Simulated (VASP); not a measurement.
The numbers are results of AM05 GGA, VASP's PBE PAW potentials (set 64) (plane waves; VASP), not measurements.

VASP input:

File KPOINTS:
```
K-points
0
gamma
8 8 8
```

### POSCAR
```
TiO2
1
   -1.8477779527     1.8477779527     4.7007874354
    1.8477779527    -1.8477779527     4.7007874354
    1.8477779527     1.8477779527    -4.7007874354
Ti O
2 4
Direct
  0.7500000000   0.2500000000   0.5000000000
  0.0000000000   0.0000000000   0.0000000000
  0.5430619172   0.0430619172   0.5000000000
  0.7930619172   0.7930619172   0.0000000000
  0.2069380828   0.2069380828   0.0000000000
  0.9569380828   0.4569380828   0.5000000000
```

INCAR:
```
SYSTEM = TiO2
PREC = Accurate; ENCUT = 520; LREAL = .FALSE.
LASPH = .TRUE.
EDIFF = 1E-7; NELM = 100; ALGO = Normal
LMAXMIX = 4
ISMEAR = 0; SIGMA = 0.05
GGA = AM
IBRION = 2; NSW = 30; ISIF = 4
EDIFFG = -0.01
LWAVE = .FALSE.; LCHARG = .FALSE.
```

POTCAR, in this order: Ti_sv O (PBE.64 set). Program: vasp_std.

The resulting files:

### OUTCAR
```
 ion  position               nearest neighbor table
   1  0.750  0.250  0.500-   4 1.89   5 1.89   4 1.89   5 1.89   3 1.95   6 1.95
   2  0.000  0.000  0.000-   3 1.89   6 1.89   3 1.89   6 1.89   5 1.95   4 1.95
   3  0.543  0.043  0.500-   2 1.89   2 1.89   1 1.95
   4  0.793  0.793  0.000-   1 1.89   1 1.89   2 1.95
   5  0.207  0.207  0.000-   1 1.89   1 1.89   2 1.95
   6  0.957  0.457  0.500-   2 1.89   2 1.89   1 1.95
  LATTYP: Found a body centered tetragonal cell.
 ALAT       =     3.6955559054
 C/A-ratio  =     2.5440218228
 Subroutine PRICEL returns:
 Original cell was already a primitive cell.
 Subroutine GETGRP returns: Found 16 space group operations
The static configuration has the point symmetry D_2d.
 The point group associated with its full space group is D_4h.
The dynamic configuration has the point symmetry D_2d.
 Subroutine INISYM returns: Found 16 space group operations
 Subroutine IBZKPT returns following result:
 Found     59 irreducible k-points:

 Following reciprocal coordinates:
            Coordinates               Weight
  0.000000  0.000000  0.000000      1.000000
  0.125000 -0.000000  0.000000      8.000000
  0.250000 -0.000000  0.000000      8.000000
  0.375000 -0.000000  0.000000      8.000000
  0.500000 -0.000000  0.000000      4.000000
  0.125000  0.125000  0.000000      8.000000
  0.250000  0.125000  0.000000     16.000000
  0.375000  0.125000  0.000000     16.000000
  0.500000  0.125000  0.000000     16.000000
 -0.375000  0.125000  0.000000     16.000000
 -0.250000  0.125000 -0.000000     16.000000
 -0.125000  0.125000  0.000000      4.000000
  0.250000  0.250000  0.000000      8.000000
  0.375000  0.250000  0.000000     16.000000
  0.500000  0.250000  0.000000     16.000000
 -0.375000  0.250000  0.000000     16.000000
 -0.250000  0.250000  0.000000      4.000000
  0.375000  0.375000  0.000000      8.000000
  0.500000  0.375000  0.000000     16.000000
 -0.375000  0.375000  0.000000      4.000000
  0.500000  0.500000  0.000000      2.000000
  0.125000  0.125000  0.125000      8.000000
  0.250000  0.125000  0.125000     16.000000
  0.375000  0.125000  0.125000      8.000000
 -0.125000  0.125000  0.125000      4.000000
  0.250000  0.250000  0.125000      8.000000
  0.375000  0.250000  0.125000     16.000000
  0.500000  0.250000  0.125000      8.000000
 -0.250000  0.250000  0.125000      8.000000
 -0.125000  0.250000  0.125000      8.000000
  0.375000  0.375000  0.125000      4.000000
 -0.375000  0.375000  0.125000      8.000000
 -0.250000  0.375000  0.125000     16.000000
 -0.125000  0.375000  0.125000      8.000000
  0.500000  0.500000  0.125000      4.000000
 -0.375000  0.500000  0.125000     16.000000
 -0.250000  0.500000  0.125000     16.000000
 -0.125000  0.500000  0.125000      8.000000
 -0.375000 -0.375000  0.125000      8.000000
 -0.250000 -0.375000  0.125000     16.000000
   k-points           NKPTS =     59   k-points in BZ     NKDIM =     59   number of bands    NBANDS=     28
   number of dos      NEDOS =    301   number of ions     NIONS =      6
   total plane-waves  NPLWV =  64000
   dimension x,y,z NGX =    40 NGY =   40 NGZ =   40
   dimension x,y,z NGXF=    80 NGYF=   80 NGZF=   80
   ions per type =               2   4
   PREC   = accura    normal or accurate (medium, high low for compatibility)
   ISTART =      0    job   : 0-new  1-cont  2-samecut
   ICHARG =      2    charge: 1-file 2-atom 10-const
   ISPIN  =      1    spin polarized calculation?
   LNONCOLLINEAR =      F non collinear calculations
   LSORBIT =      F    spin-orbit coupling
   INIWAV =      1    electr: 0-lowe 1-rand  2-diag
...
```

OSZICAR:
```
       N       E                     dE             d eps       ncg     rms          rms(c)
DAV:   1     0.688270618198E+03    0.68827E+03   -0.25071E+04  3304   0.201E+03
DAV:   2     0.460301422646E+02   -0.64224E+03   -0.62157E+03  3628   0.585E+02
DAV:   3    -0.648724212932E+02   -0.11090E+03   -0.10803E+03  5088   0.217E+02
DAV:   4    -0.701139044032E+02   -0.52415E+01   -0.52370E+01  4544   0.490E+01
DAV:   5    -0.703120643018E+02   -0.19816E+00   -0.19812E+00  4596   0.796E+00    0.359E+01
DAV:   6    -0.549080913958E+02    0.15404E+02   -0.10484E+02  4228   0.105E+02    0.124E+01
DAV:   7    -0.547437561038E+02    0.16434E+00   -0.12910E+01  4512   0.293E+01    0.910E+00
DAV:   8    -0.548068360010E+02   -0.63080E-01   -0.23851E+00  4252   0.157E+01    0.308E+00
DAV:   9    -0.547249829594E+02    0.81853E-01   -0.89887E-01  4428   0.934E+00    0.109E+00
DAV:  10    -0.547324927914E+02   -0.75098E-02   -0.88044E-02  3996   0.233E+00    0.284E-01
DAV:  11    -0.547313393708E+02    0.11534E-02   -0.11805E-02  4072   0.805E-01    0.553E-02
DAV:  12    -0.547315148504E+02   -0.17548E-03   -0.12018E-03  4508   0.344E-01    0.775E-02
DAV:  13    -0.547314804276E+02    0.34423E-04   -0.27122E-04  4476   0.148E-01    0.103E-02
DAV:  14    -0.547314849601E+02   -0.45325E-05   -0.24864E-05  4948   0.433E-02    0.121E-02
DAV:  15    -0.547314840044E+02    0.95563E-06   -0.69902E-06  4436   0.291E-02    0.205E-03
DAV:  16    -0.547314839757E+02    0.28704E-07   -0.20579E-07  2648   0.440E-03
   1 F= -.54731484E+02 E0= -.54731484E+02  d E =-.547315E+02
       N       E                     dE             d eps       ncg     rms          rms(c)
DAV:   1    -0.547378401350E+02   -0.63561E-02   -0.74462E+00  3304   0.178E+01    0.565E-01
DAV:   2    -0.547465356523E+02   -0.86955E-02   -0.13534E-01  3784   0.279E+00    0.409E-01
DAV:   3    -0.547443701099E+02    0.21655E-02   -0.52467E-03  4440   0.686E-01    0.253E-01
DAV:   4    -0.547435716826E+02    0.79843E-03   -0.29383E-03  3788   0.500E-01    0.415E-02
DAV:   5    -0.547436141520E+02   -0.42469E-04   -0.55298E-04  3684   0.195E-01    0.280E-02
DAV:   6    -0.547436143125E+02   -0.16044E-06   -0.30784E-05  4920   0.463E-02    0.142E-02
DAV:   7    -0.547436101003E+02    0.42122E-05   -0.25067E-05  4024   0.465E-02    0.254E-03
DAV:   8    -0.547436103073E+02   -0.20709E-06   -0.25246E-06  3632   0.115E-02    0.281E-03
DAV:   9    -0.547436102150E+02    0.92326E-07   -0.19426E-07  2552   0.367E-03
   2 F= -.54743610E+02 E0= -.54743610E+02  d E =-.121262E-01
       N       E                     dE             d eps       ncg     rms          rms(c)
DAV:   1    -0.547436469864E+02   -0.36679E-04   -0.33547E-02  3344   0.119E+00    0.366E-02
DAV:   2    -0.547436843806E+02   -0.37394E-04   -0.58279E-04  3772   0.185E-01    0.266E-02
DAV:   3    -0.547436741365E+02    0.10244E-04   -0.20914E-05  4096   0.425E-02    0.140E-02
DAV:   4    -0.547436720511E+02    0.20854E-05   -0.11175E-05  4040   0.290E-02    0.269E-03
DAV:   5    -0.547436721446E+02   -0.93482E-07   -0.18378E-06  3584   0.107E-02    0.188E-03
DAV:   6    -0.547436721497E+02   -0.51014E-08   -0.68241E-08  1968   0.236E-03
   3 F= -.54743672E+02 E0= -.54743672E+02  d E =-.121882E-01
       N       E                     dE             d eps       ncg     rms          rms(c)
DAV:   1    -0.547682229628E+02   -0.24551E-01   -0.39155E+00  3304   0.174E+01    0.106E+00
DAV:   2    -0.547631602353E+02    0.50627E-02   -0.15759E-01  3772   0.322E+00    0.594E-01
DAV:   3    -0.547556150982E+02    0.75451E-02   -0.15942E-02  3916   0.129E+00    0.115E-01
DAV:   4    -0.547556529359E+02   -0.37838E-04   -0.22048E-03  4280   0.410E-01    0.403E-02
DAV:   5    -0.547556509190E+02    0.20168E-05   -0.13508E-04  4256   0.107E-01    0.240E-02
DAV:   6    -0.547556538399E+02   -0.29209E-05   -0.14912E-05  4064   0.439E-02    0.465E-03
DAV:   7    -0.547556543818E+02   -0.54185E-06   -0.23562E-06  3904   0.130E-02    0.260E-03
DAV:   8    -0.547556544686E+02   -0.86868E-07   -0.25527E-07  2860   0.534E-03
   4 F= -.54755654E+02 E0= -.54755654E+02  d E =-.119823E-01
       N       E                     dE             d eps       ncg     rms          rms(c)
DAV:   1    -0.548430238135E+02   -0.87369E-01   -0.22683E+01  3304   0.419E+01    0.259E+00
DAV:   2    -0.548143074578E+02    0.28716E-01   -0.94297E-01  3796   0.768E+00    0.145E+00
DAV:   3    -0.547714265160E+02    0.42881E-01   -0.10036E-01  3948   0.318E+00    0.467E-01
DAV:   4    -0.547690294179E+02    0.23971E-02   -0.19400E-02  4468   0.128E+00    0.101E-01
DAV:   5    -0.547690778363E+02   -0.48418E-04   -0.12188E-03  4100   0.328E-01    0.571E-02
DAV:   6    -0.547690972354E+02   -0.19399E-04   -0.85732E-05  4064   0.937E-02    0.103E-02
DAV:   7    -0.547690999526E+02   -0.27172E-05   -0.10162E-05  4136   0.264E-02    0.617E-03
DAV:   8    -0.547691005147E+02   -0.56211E-06   -0.12718E-06  3748   0.101E-02    0.129E-03
DAV:   9    -0.547691004942E+02    0.20531E-07   -0.10513E-07  2144   0.270E-03
   5 F= -.54769100E+02 E0= -.54769100E+02  d E =-.254283E-01
       N       E                     dE             d eps       ncg     rms          rms(c)
DAV:   1    -0.547696490926E+02   -0.54858E-03   -0.14059E-01  3328   0.329E+00    0.204E-01
DAV:   2    -0.547694410993E+02    0.20799E-03   -0.57173E-03  3772   0.619E-01    0.114E-01
DAV:   3    -0.547691597765E+02    0.28132E-03   -0.58869E-04  3916   0.249E-01    0.205E-02
DAV:   4    -0.547691620612E+02   -0.22847E-05   -0.76020E-05  4156   0.760E-02    0.725E-03
DAV:   5    -0.547691621604E+02   -0.99181E-07   -0.40064E-06  4144   0.184E-02    0.436E-03
DAV:   6    -0.547691623272E+02   -0.16685E-06   -0.54027E-07  3324   0.811E-03    0.944E-04
DAV:   7    -0.547691623470E+02   -0.19803E-07   -0.71924E-08  2096   0.268E-03
   6 F= -.54769162E+02 E0= -.54769162E+02  d E =-.254902E-01
       N       E                     dE             d eps       ncg     rms          rms(c)
DAV:   1    -0.547692280867E+02   -0.65760E-04   -0.20540E-02  3324   0.126E+00    0.778E-02
DAV:   2    -0.547691975578E+02    0.30529E-04   -0.83376E-04  3752   0.236E-01    0.436E-02
DAV:   3    -0.547691563583E+02    0.41199E-04   -0.85941E-05  3916   0.950E-02    0.730E-03
DAV:   4    -0.547691567720E+02   -0.41369E-06   -0.10480E-05  4052   0.280E-02    0.263E-03
DAV:   5    -0.547691567508E+02    0.21259E-07   -0.43582E-07  3552   0.610E-03
   7 F= -.54769157E+02 E0= -.54769157E+02  d E =-.254846E-01
       N       E                     dE             d eps       ncg     rms          rms(c)
DAV:   1    -0.547688675872E+02    0.28918E-03   -0.23209E-01  3304   0.302E+00    0.832E-02
DAV:   2    -0.547691905972E+02   -0.32301E-03   -0.39781E-03  3784   0.456E-01    0.616E-02
DAV:   3    -0.547691565406E+02    0.34057E-04   -0.13962E-04  4564   0.930E-02    0.421E-02
DAV:   4    -0.547691387631E+02    0.17777E-04   -0.79462E-05  3760   0.768E-02    0.651E-03
DAV:   5    -0.547691396194E+02   -0.85629E-06   -0.15221E-05  3600   0.305E-02    0.479E-03
DAV:   6    -0.547691395342E+02    0.85255E-07   -0.72952E-07  3564   0.618E-03
   8 F= -.54769140E+02 E0= -.54769140E+02  d E =0.172166E-04
       N       E                     dE             d eps       ncg     rms          rms(c)
DAV:   1    -0.547691653285E+02   -0.25709E-04   -0.63763E-02  3304   0.158E+00    0.430E-02
DAV:   2    -0.547692531331E+02   -0.87805E-04   -0.10735E-03  3776   0.237E-01    0.320E-02
DAV:   3    -0.547692439591E+02    0.91740E-05   -0.37097E-05  4532   0.470E-02    0.212E-02
DAV:   4    -0.547692396496E+02    0.43094E-05   -0.21147E-05  3740   0.394E-02    0.345E-03
DAV:   5    -0.547692397899E+02   -0.14030E-06   -0.41289E-06  3592   0.160E-02    0.250E-03
DAV:   6    -0.547692397975E+02   -0.75215E-08   -0.16578E-07  2360   0.325E-03
   9 F= -.54769240E+02 E0= -.54769240E+02  d E =-.830467E-04
```

File OUTCAR:
```
------------------------ aborting loop because EDIFF is reached ----------------------------------------
  FORCE on cell =-STRESS in cart. coord.  units (eV):
  Direction    XX          YY          ZZ          XY          YZ          ZX
  --------------------------------------------------------------------------------------
  Total        4.7326877      4.7326877      4.7067141      0.0000000      0.0000000      0.0000000
  in kB      118.1104331    118.1104331    117.4622292      0.0000000      0.0000000      0.0000000
  external PRESSURE =     117.8943651 kB  Pullay stress =       0.0000000 kB
  volume of cell :       64.20
      direct lattice vectors                 reciprocal lattice vectors
    -1.871517940  1.871517940  4.582285938     0.000000000  0.267162814  0.109115845
     1.871517940 -1.871517940  4.582285938     0.267162814  0.000000000  0.109115845
     1.871517940  1.871517940 -4.582285938     0.267162814  0.267162814  0.000000000
 POSITION                                       TOTAL-FORCE (eV/Angst)
 -----------------------------------------------------------------------------------
     -0.00000      1.87152      2.29114         0.000000      0.000000     -0.000000
      0.00000      0.00000     -0.00000         0.000000      0.000000     -0.000000
      0.00000      1.87152      0.33973        -0.000000      0.000000     -0.000389
      0.00000      0.00000      7.21316         0.000000     -0.000000     -0.000389
      0.00000      0.00000      1.95142         0.000000     -0.000000      0.000389
     -0.00000      1.87152      4.24256        -0.000000      0.000000      0.000389
 -----------------------------------------------------------------------------------
    total drift:                                0.000000      0.000000     -0.000000
  FREE ENERGIE OF THE ION-ELECTRON SYSTEM (eV)
  ---------------------------------------------------
  free  energy   TOTEN  =       -54.7692397975 eV

  energy  without entropy=      -54.7692397975  energy(sigma->0) =      -54.76923980

 reached required accuracy - stopping structural energy minimisation
```
(Selected blocks of OUTCAR.)

**CONTCAR**
```
TiO2
   1.00000000000000
    -1.8715179400625079    1.8715179400625079    4.5822859380066765
     1.8715179400625079   -1.8715179400625079    4.5822859380066765
     1.8715179400625079    1.8715179400625079   -4.5822859380066765
  Ti              O
     2     4
Direct
     0.7500000000000000    0.2500000000000000    0.5000000000000000
     0.0000000000000000    0.0000000000000000    0.0000000000000000
     0.5370695984668133    0.0370695984668134    0.5000000000000000
     0.7870695984668133    0.7870695984668133    0.0000000000000000
     0.2129304015331866    0.2129304015331866    0.0000000000000000
     0.9629304015331867    0.4629304015331866    0.5000000000000000
```

The compound is TiO2 in the anatase structure, one of several forms; rutile is the usual stable one. This cell is one point of a volume scan, at 0.94 of the reference volume. Symmetry was kept, so distortions that lower it aren't found.
